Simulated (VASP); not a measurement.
# CsC2 (Fm-3m) in VASP: reference runs

Reference runs on CsC2: the cell as given.

Everything below comes from runs of VASP 6.6.1. Logs are shortened: lines on timing, memory, paths and dates and some standing lists are left out, and cuts for length are marked.

### Step 1. The structure

The structure is cubic, space group Fm-3m (No. 225). The conventional cell has a = 6.531 Å, b = 6.531 Å, c = 6.531 Å, α = 90.00°, β = 90.00°, γ = 90.00°. Around Cs (site symmetry m-3m) lie 8 C at 2.83 Å. C (site symmetry -43m) has 4 Cs at 2.83 Å as nearest neighbours.

The cell was built by a generator and needn't be a form met in nature.

### Step 2. Single point, PBE

File INCAR:

```
SYSTEM = CsC2
  ALGO = Normal
  EDIFF = 1E-7
  ENCUT = 520
  GGA = PE
  ISIF = 2
  ISMEAR = -1
  LASPH = .True.
  LCHARG = .True.
  LELF = .True.
  LREAL = .False.
  LVHAR = .True.
  LWAVE = .False.
  NBANDS = 16
  NELM = 100
  PREC = Accurate
  SIGMA = 0.05
```

File KPOINTS:

```
k-points
0
Gamma
  7 7 7
  0 0 0
```

File POSCAR:

```
CsC2
1.0
    0.0000000000      3.2656700000      3.2656700000
    3.2656700000      0.0000000000      3.2656700000
    3.2656700000      3.2656700000      0.0000000000
Cs C
1 2
Direct
    0.0000000000      0.0000000000      0.0000000000
    0.7500000000      0.7500000000      0.7500000000
    0.2500000000      0.2500000000      0.2500000000
```

Potentials or basis: VASP PAW PBE potentials, release 64 (Cs_sv, C).

Run with:

```bash
$ cat potpaw_PBE.64/Cs_sv/POTCAR potpaw_PBE.64/C/POTCAR > POTCAR
$ mpirun -np 1 vasp_std > vasp.out
```

OUTCAR:

```text
SYSTEM = CsC2
   EDIFF = 1E-7
   ENCUT = 520
   GGA = PE
   ISIF = 2
   ISMEAR = -1
   LASPH = .True.
   LREAL = .False.
   NELM = 100
   PREC = Accurate

 ion  position               nearest neighbor table
   1  0.000  0.000  0.000-
   2  0.750  0.750  0.750-
   3  0.250  0.250  0.250-

  LATTYP: Found a face centered cubic cell.
 ALAT       =     6.5313400000

  Lattice vectors:

 A1 = (   0.0000000000,   3.2656700000,   3.2656700000)
 A2 = (   3.2656700000,   0.0000000000,   3.2656700000)
 A3 = (   3.2656700000,   3.2656700000,   0.0000000000)

Analysis of symmetry for initial positions (statically):
=====================================================================
 Subroutine PRICEL returns:
 Original cell was already a primitive cell.

 Routine SETGRP: Setting up the symmetry group for a
 face centered cubic supercell.

 Subroutine GETGRP returns: Found 48 space group operations
 (whereof 48 operations were pure point group operations)
 out of a pool of 48 trial point group operations.

The static configuration has the point symmetry O_h .

Analysis of symmetry for dynamics (positions and initial velocities):
=====================================================================
 Subroutine PRICEL returns:
 Original cell was already a primitive cell.

 Routine SETGRP: Setting up the symmetry group for a
 face centered cubic supercell.

 Subroutine GETGRP returns: Found 48 space group operations
 (whereof 48 operations were pure point group operations)
 out of a pool of 48 trial point group operations.

The dynamic configuration has the point symmetry O_h .

 Subroutine INISYM returns: Found 48 space group operations
 (whereof 48 operations are pure point group operations),
 and found     1 'primitive' translations

----------------------------------------------------------------------------------------

                                     Primitive cell

  volume of cell :      69.6541

  direct lattice vectors                    reciprocal lattice vectors
     0.000000000  3.265670000  3.265670000    -0.153107938  0.153107938  0.153107938
     3.265670000  0.000000000  3.265670000     0.153107938 -0.153107938  0.153107938
     3.265670000  3.265670000  0.000000000     0.153107938  0.153107938 -0.153107938

  length of vectors
     4.618354804  4.618354804  4.618354804     0.265190728  0.265190728  0.265190728

  position of ions in fractional coordinates (direct lattice)
     0.000000000  0.000000000  0.000000000
     0.750000000  0.750000000  0.750000000
     0.250000000  0.250000000  0.250000000

  ion indices of the primitive-cell ions
   primitive index   ion index
                 1           1
                 2           2
                 3           3

----------------------------------------------------------------------------------------

 KPOINTS: k-points

Automatic generation of k-mesh.
 Grid dimensions read from file:
 generate k-points for:    7    7    7

 Generating k-lattice:

  Cartesian coordinates                     Fractional coordinates (reciprocal lattice)
    -0.021872563  0.021872563  0.021872563     0.142857143  0.000000000  0.000000000
     0.021872563 -0.021872563  0.021872563     0.000000000  0.142857143  0.000000000
     0.021872563  0.021872563 -0.021872563     0.000000000  0.000000000  0.142857143

  Length of vectors
     0.037884390  0.037884390  0.037884390

  Shift w.r.t. Gamma in fractional coordinates (k-lattice)
     0.000000000  0.000000000  0.000000000

 Subroutine IBZKPT returns following result:
 ===========================================

 Found     20 irreducible k-points:

 Following reciprocal coordinates:
            Coordinates               Weight
  0.000000  0.000000  0.000000      1.000000
  0.142857  0.000000  0.000000      8.000000
  0.285714  0.000000  0.000000      8.000000
  0.428571  0.000000  0.000000      8.000000
  0.142857  0.142857  0.000000      6.000000
  0.285714  0.142857  0.000000     24.000000
[... 12 lines left out ...]
 -0.428571  0.428571  0.142857     24.000000
 -0.285714  0.428571  0.142857     24.000000
   k-points           NKPTS =     20   k-points in BZ     NKDIM =     20   number of bands    NBANDS=     16
   number of dos      NEDOS =    301   number of ions     NIONS =      3
   total plane-waves  NPLWV =  46656
   dimension x,y,z NGX =    36 NGY =   36 NGZ =   36
   dimension x,y,z NGXF=    72 NGYF=   72 NGZF=   72
   ions per type =               1   2
   NGX,Y,Z   is equivalent  to a cutoff of  12.96, 12.96, 12.96 a.u.
   NGXF,Y,Z  is equivalent  to a cutoff of  25.92, 25.92, 25.92 a.u.
 SYSTEM =  CsC2
   PREC   = accura    normal or accurate (medium, high low for compatibility)
   ISTART =      0    job   : 0-new  1-cont  2-samecut
   ICHARG =      2    charge: 1-file 2-atom 10-const
   ISPIN  =      1    spin polarized calculation?
   LNONCOLLINEAR =      F non collinear calculations
   LSORBIT =      F    spin-orbit coupling
   LASPH  =      T    aspherical Exc in radial PAW
   ENCUT  =  520.0 eV  38.22 Ry    6.18 a.u.   8.59  8.59  8.59*2*pi/ulx,y,z
   NELM   =    100;   NELMIN=  2; NELMDL= -5     # of ELM steps
   EDIFF  = 0.1E-06   stopping-criterion for ELM
   LREAL  =      F    real-space projection
   EDIFFG = 0.1E-05   stopping-criterion for IOM
   NSW    =      0    number of steps for IOM
   IBRION =     -1    ionic relax: 0-MD 1-quasi-New 2-CG
   NFREE  =      0    steps in history (QN), initial steepest desc. (CG)
   ISIF   =      2    stress and relaxation
   ISYM   =      2    0-nonsym 1-usesym 2-fastsym
   POTIM  = 0.5000    time-step for ionic-motion
   TEBEG  =    0.0;   TEEND  =   0.0 temperature during run
   PSTRESS=    0.0 pullay stress
   NELECT =      17.0000    total number of electrons
   NUPDOWN=      -1.0000    fix difference up-down
   EMIN   =  10.00;   EMAX   =-10.00  energy-range for DOS
   EFERMI =   0.00;   METHOD = LEGACY
   ISMEAR =    -1;   SIGMA  =   0.05  broadening in eV -4-tet -1-fermi 0-gaus
   EFERMI_NEDOS =   21; number of points for ismear=-14 and -15
   IALGO  =     38    algorithm
   IMIX   =      4    mixing-type and parameters
     AMIX     =   0.40;   BMIX     =  1.00
     AMIX_MAG =   1.60;   BMIX_MAG =  1.00
  volume/ion in A,a.u.               =      23.22       156.68
  Fermi-wavevector in a.u.,A,eV,Ry     =   1.023078  1.933338 14.241069  1.046689
  Thomas-Fermi vector in A             =   2.156792
   LORBIT       =      0    0 simple, 1 ext, 2 COOP (PROOUT), +10 PAW based schemes
   GGA     = PE    functional components
   LHFCALC =     F    Hartree Fock is set to
   AEXX    =    0.0000 exact exchange contribution
   IVDW    =     0    specifies the selected vdW correction
   LEPSILON=     F    determine dielectric tensor
   LRPA    =     F    only Hartree local field effects (RPA)
 non-spin polarized calculation
  energy-cutoff  :      520.00
  volume of cell :       69.65
 maximum number of plane-waves:      1899
   NGX = 17   NGY = 17   NGZ = 17

 number of electron      17.0000001 magnetization

 Free energy of the ion-electron system (eV)
  ---------------------------------------------------
  ext. energy  EPLUGINS =         0.00000000
  ---------------------------------------------------
  free energy    TOTEN  =        -6.68298474 eV

  energy without entropy =       -6.64906392  energy(sigma->0) =       -6.66602433

 E-fermi :   0.9029     XC(G=0):  -8.8485

 val. band max:        0.8849642098   @ k =  -0.4286   0.2857   0.0000
 cond. band min:       0.9323025848   @ k =  -0.4286   0.2857   0.0000
 fundamental gap:      0.0473383750
 Fermi energy:         0.9029428936

 k-point     1 :       0.0000    0.0000    0.0000
  band No.  band energies     occupation
      1     -19.4774      2.00000
      2      -7.9808      2.00000
      3      -6.7492      2.00000
      4      -6.1605      2.00000
      5      -6.1605      2.00000
      6      -6.1605      2.00000
[... 8 lines left out ...]
     15       7.7488      0.00000
     16      12.8510      0.00000

 k-point     2 :       0.1429    0.0000    0.0000
  band No.  band energies     occupation
      1     -19.4532      2.00000
      2      -8.3294      2.00000
      3      -6.9304      2.00000
      4      -6.2090      2.00000
      5      -6.2090      2.00000
      6      -5.7498      2.00000
[... 8 lines left out ...]
     15       8.0906      0.00000
     16      11.8649      0.00000

 k-point     3 :       0.2857    0.0000    0.0000
  band No.  band energies     occupation
      1     -19.3977      2.00000
      2      -8.8656      2.00000
      3      -7.3341      2.00000
      4      -6.3117      2.00000
      5      -6.3117      2.00000
      6      -4.9663      2.00000
[... 8 lines left out ...]
     15       8.4492      0.00000
     16      11.7158      0.00000

 k-point     4 :       0.4286    0.0000    0.0000
  band No.  band energies     occupation
      1     -19.3520      2.00000
      2      -9.2004      2.00000
      3      -7.6075      2.00000
      4      -6.3885      2.00000
      5      -6.3885      2.00000
      6      -4.3874      2.00000
[... 8 lines left out ...]
     15       8.5725      0.00000
     16      10.8678      0.00000
[... 248 lines left out ...]
 k-point    18 :      -0.4286    0.2857    0.1429
  band No.  band energies     occupation
      1     -19.3234      2.00000
      2      -9.0538      2.00000
      3      -8.4446      2.00000
      4      -6.5799      2.00000
      5      -5.4043      2.00000
      6      -4.7217      2.00000
[... 8 lines left out ...]
     15      10.1945      0.00000
     16      10.6185      0.00000

 k-point    19 :      -0.4286    0.4286    0.1429
  band No.  band energies     occupation
      1     -19.3083      2.00000
      2      -9.2499      2.00000
      3      -8.2388      2.00000
      4      -6.7335      2.00000
      5      -5.7916      2.00000
      6      -4.2363      2.00000
[... 8 lines left out ...]
     15      10.1638      0.00000
     16      10.5955      0.00000

 k-point    20 :      -0.2857    0.4286    0.1429
  band No.  band energies     occupation
      1     -19.3044      2.00000
      2      -8.9855      2.00000
      3      -8.7305      2.00000
      4      -6.7223      2.00000
      5      -5.1946      2.00000
      6      -4.6510      2.00000
[... 8 lines left out ...]
     15      10.1400      0.00000
     16      10.4574      0.00000

------------------------ aborting loop because EDIFF is reached ----------------------------------------

  FORCE on cell =-STRESS in cart. coord.  units (eV):
  Direction    XX          YY          ZZ          XY          YZ          ZX
  --------------------------------------------------------------------------------------
  -------------------------------------------------------------------------------------
  Total        0.0726647      0.0726647      0.0726647      0.0000000     -0.0000000     -0.0000000
  in kB        1.6714252      1.6714252      1.6714252      0.0000000     -0.0000000     -0.0000000
  external PRESSURE =       1.6714252 kB  Pullay stress =       0.0000000 kB

 VOLUME and BASIS-vectors are now :
 -----------------------------------------------------------------------------
  energy-cutoff  :      520.00
  volume of cell :       69.65
      direct lattice vectors                 reciprocal lattice vectors
     0.000000000  3.265670000  3.265670000    -0.153107938  0.153107938  0.153107938
     3.265670000  0.000000000  3.265670000     0.153107938 -0.153107938  0.153107938
     3.265670000  3.265670000  0.000000000     0.153107938  0.153107938 -0.153107938

 POSITION                                       TOTAL-FORCE (eV/Angst)
 -----------------------------------------------------------------------------------
      0.00000      0.00000      0.00000        -0.000000     -0.000000     -0.000000
      4.89851      4.89851      4.89851         0.000000      0.000000      0.000000
      1.63284      1.63284      1.63284        -0.000000     -0.000000     -0.000000
 -----------------------------------------------------------------------------------
    total drift:                                0.000000      0.000000      0.000000

  FREE ENERGIE OF THE ION-ELECTRON SYSTEM (eV)
  ---------------------------------------------------
  free  energy   TOTEN  =        -6.6829847443 eV

  energy  without entropy=       -6.6490639187  energy(sigma->0) =       -6.66602433
```

Wall time 19 s (1 thread of AMD EPYC 9R45 (Zen 5), shared host); peak memory 0.18 GiB.

What came out:

```yaml
Free_energy: -6.6830 eV
Pressure: 0.2 GPa
Band_gap_on_the_k_mesh: none (metal or under the smearing width)
```

Levels at points of the mesh, in eV from the Fermi level:
```csv
k point,band 6,band 7,band 8,band 9,band 10,band 11,band 12,band 13
"(0.00, 0.00, 0.00)",-7.06,-1.43,-1.43,-1.43,1.27,1.27,1.27,6.84
```
